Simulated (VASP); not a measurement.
The system is Sn2GeO3.

```
Sn Ge O
1.0
     3.80600    0.00000    0.00000
     0.00000   11.28500    0.00000
     0.00000    0.00000    4.75900
Sn Ge O
4 2 6
Cartesian
  0.0000 9.4235 3.5840
  0.0000 1.8615 3.5840
  1.9030 7.5040 1.1750
  1.9030 3.7810 1.1750
  0.0000 5.6425 3.7310
  1.9030 0.0000 1.0280
  0.0000 7.4605 4.7350
  0.0000 3.8245 4.7350
  0.0000 0.0000 0.0730
  1.9030 9.4670 0.0240
  1.9030 1.8180 0.0240
  1.9030 5.6425 4.6860
```

The cell was built by a generator and needn't be a form met in nature.

| Item | Value |
| --- | --- |
| Program | VASP 6.6.1 |
| Task | relaxation of cell and atoms |
| Functional | PBE |
| Potentials or basis | VASP PAW PBE potentials, release 64 (Sn_d, Ge_d, O) |
| Cutoff | 520 eV |
| k mesh | 8 × 4 × 6 |
| Occupations | gaussian, width 0.1 eV |
| Spin | no spin polarisation |

At the start: pressure 0.3 GPa; volume 17.03 Å³/atom.

**Question.** How do energy, volume and symmetry change on relaxing?

**Answer.** Over 38 steps the energy falls by 3.1 meV/atom and the volume is 17.59 Å³/atom (+3.2 %); space group Pmmn (No. 59, to 0.05 Å).

Step by step:
| step | energy change (eV) | largest force (eV/Å) | pressure (GPa) | volume (Å³) |
| --- | --- | --- | --- | --- |
| 1 | 0.0000 | 0.0968 | 0.28 | 204.40 |
| 2 | -0.0048 | 0.0728 | 0.15 | 205.29 |
| 3 | -0.0099 | 0.0764 | -0.05 | 206.82 |
| 4 | -0.0084 | 0.1075 | -0.42 | 209.90 |
| 5 | -0.0111 | 0.0825 | -0.17 | 208.02 |
| 6 | -0.0149 | 0.0537 | 0.02 | 208.28 |
| 7 | -0.0180 | 0.1008 | 0.34 | 208.67 |
| 8 | -0.0183 | 0.1290 | 0.49 | 208.85 |
| 9 | -0.0207 | 0.0939 | 0.38 | 209.45 |
| 10 | -0.0237 | 0.0381 | -0.05 | 211.26 |
| 11 | -0.0237 | 0.0381 | -0.02 | 211.15 |
| 12 | -0.0240 | 0.0359 | -0.01 | 211.20 |
| 13 | -0.0247 | 0.0303 | -0.01 | 211.35 |
| 14 | -0.0259 | 0.0343 | 0.00 | 211.65 |
| 15 | -0.0265 | 0.0918 | -0.06 | 212.24 |
| 16 | -0.0268 | 0.0914 | -0.07 | 212.28 |
| 17 | -0.0277 | 0.0876 | -0.06 | 212.38 |
| 18 | -0.0293 | 0.0818 | -0.05 | 212.58 |
| 19 | -0.0315 | 0.0726 | -0.11 | 212.96 |
| 20 | -0.0316 | 0.1005 | -0.18 | 213.66 |
| 21 | -0.0323 | 0.0841 | -0.15 | 213.28 |
| 22 | -0.0349 | 0.0453 | -0.06 | 212.83 |
| 23 | -0.0361 | 0.0197 | 0.01 | 212.33 |
| 24 | -0.0362 | 0.0177 | 0.00 | 212.28 |
| 25 | -0.0365 | 0.0128 | -0.06 | 212.22 |
| 26 | -0.0367 | 0.0190 | -0.14 | 212.15 |
| 27 | -0.0369 | 0.0203 | -0.06 | 211.91 |
| 28 | -0.0369 | 0.0276 | 0.00 | 211.69 |
| 29 | -0.0371 | 0.0213 | 0.03 | 211.60 |
| 30 | -0.0373 | 0.0137 | 0.00 | 211.38 |
| 31 | -0.0372 | 0.0267 | 0.00 | 210.93 |
| 32 | -0.0374 | 0.0143 | 0.00 | 211.20 |
| 33 | -0.0374 | 0.0108 | 0.01 | 211.13 |
| 34 | -0.0375 | 0.0156 | 0.04 | 211.02 |
| 35 | -0.0375 | 0.0125 | -0.05 | 211.11 |
| 36 | -0.0375 | 0.0125 | -0.05 | 211.10 |
| 37 | -0.0376 | 0.0110 | -0.04 | 211.08 |
| 38 | -0.0376 | 0.0084 | -0.04 | 211.03 |

Final structure:
```yaml
crystal:
  lattice:
    - [3.98985, 0.00000, 0.00000]
    - [0.00000, 10.74837, 0.00000]
    - [0.00000, 0.00000, 4.92084]
  atoms:
    - { symbol: Sn, position: [0.00000, 0.83404, 0.75903] }
    - { symbol: Sn, position: [0.00000, 0.16596, 0.75903] }
    - { symbol: Sn, position: [0.50000, 0.66596, 0.24097] }
    - { symbol: Sn, position: [0.50000, 0.33404, 0.24097] }
    - { symbol: Ge, position: [0.00000, 0.50000, 0.79728] }
    - { symbol: Ge, position: [0.50000, 0.00000, 0.20272] }
    - { symbol: O, position: [0.00000, 0.66072, 0.01660] }
    - { symbol: O, position: [0.00000, 0.33928, 0.01660] }
    - { symbol: O, position: [0.00000, 0.00000, 0.02604] }
    - { symbol: O, position: [0.50000, 0.83928, 0.98340] }
    - { symbol: O, position: [0.50000, 0.16072, 0.98340] }
    - { symbol: O, position: [0.50000, 0.50000, 0.97396] }
```
